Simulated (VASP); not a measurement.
Here is the system:

```
CELL_PARAMETERS angstrom
      0.00000     3.33571     3.33571
      3.33571     0.00000     3.33571
      3.33571     3.33571     0.00000
ATOMIC_POSITIONS crystal
  Sn 0.00000 0.00000 0.00000
  Te 0.50000 0.50000 0.50000
```

Level of theory: vdW-DF2, VASP's PBE PAW potentials (set 64) (plane waves; VASP). Numerical set-up: 520 eV cut-off, 8×8×8 Γ-centred mesh, tetrahedra with Blöchl corrections, potentials Sn_d Te.

Unless said otherwise, spin-orbit coupling is left out, though it shifts the bands of the heavy elements here.

**Question.** What does the run give for the energy per atom (σ→0), band gap (on the k-mesh) with the smallest direct gap where there is one?

**Answer.** 
```
Property                                     Result
-----------------------------------  --------------
band gap (on the k-mesh)                    0.44 eV
smallest direct gap (on the k-mesh)         0.44 eV
energy per atom (σ→0)                -1.006 eV/atom
```

The absolute energy has meaning only against runs of the same code, potentials and settings.

The compound is SnTe in the rock salt structure, which distorts at low temperature. It was relaxed first, which changed the volume by +18 %.
